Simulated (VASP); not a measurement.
Input:

```xyz
3
Lattice="0.0000 2.6577 2.6577 2.6577 0.0000 2.6577 2.6577 2.6577 0.0000" Properties=species:S:1:pos:R:3 pbc="T T T"
Cd     0.0000     0.0000     0.0000
F      1.3289     1.3289     1.3289
F      3.9866     3.9866     3.9866
```

Calculation: LDA (Ceperley-Alder, Perdew-Zunger), VASP's LDA PAW potentials (set 64) (plane waves; VASP). Run with 520 eV cut-off, Gaussian smearing of 0.050 eV, potentials Cd F.

### Question
Give the energies of bands 3 to 14 at the high-symmetry points, in eV from the valence-band maximum.

### Answer

| band | Γ | X | U | L | W |
|---|---|---|---|---|---|
| 3 | -5.80 | -5.67 | -5.41 | -5.40 | -5.19 |
| 4 | -5.80 | -4.66 | -4.80 | -5.40 | -4.82 |
| 5 | -5.80 | -4.66 | -4.45 | -4.25 | -4.65 |
| 6 | -4.33 | -4.19 | -4.44 | -4.25 | -4.49 |
| 7 | -4.33 | -3.98 | -4.40 | -4.05 | -4.49 |
| 8 | -1.12 | -3.28 | -3.55 | -3.03 | -3.63 |
| 9 | -1.12 | -3.28 | -2.75 | -2.55 | -2.70 |
| 10 | -1.12 | -3.16 | -2.42 | -2.06 | -1.65 |
| 11 | -0.43 | -0.60 | -1.08 | -2.06 | -1.65 |
| 12 | -0.43 | -0.10 | -0.40 | -0.36 | -0.70 |
| 13 | -0.43 | -0.10 | -0.20 | -0.36 | 0.00 |
| 14 | 2.94 | 8.08 | 8.05 | 7.25 | 8.17 |

The gap is indirect, 2.94 eV, from the valence maximum at W to the conduction minimum at Γ.

Measured: gap 7.80 eV (computed value off by -4.86 eV), as given by Giancarlo Cappellini et al., Physical Review B (2013), arXiv:1302.2571.

The compound is CdF2 in the fluorite structure. It was relaxed first.
